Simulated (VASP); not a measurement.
Input:

```
CELL_PARAMETERS angstrom
      3.18530     0.00000     0.00000
     -1.59265     2.75855     0.00000
      0.00000     0.00000    10.24871
ATOMIC_POSITIONS crystal
  Zr 0.00000 0.00000 0.00000
  Zr 0.00000 0.00000 0.50000
  Zr 0.33333 0.66667 0.25000
  Zr 0.66667 0.33333 0.75000
```

Level of theory: LDA (Ceperley-Alder, Perdew-Zunger), VASP's LDA PAW potentials (set 64) (plane waves; VASP). Numerical set-up: 300 eV cut-off, 10×10×3 Γ-centred mesh, Gaussian smearing of 0.20 eV, potentials Zr_sv.

At this cut-off the stress carries a Pulay error, which pulls relaxed volumes low.

Give the stress tensor in GPa (positive for a compressed cell).

```
-4.08   0.00   0.00
 0.00  -4.08   0.00
 0.00   0.00  -3.10
```
The pressure is its mean diagonal, -3.75 GPa.

The structure was generated: Zr was put into an ordered model structure, which need not be its known phase. The cell was not relaxed at this level.
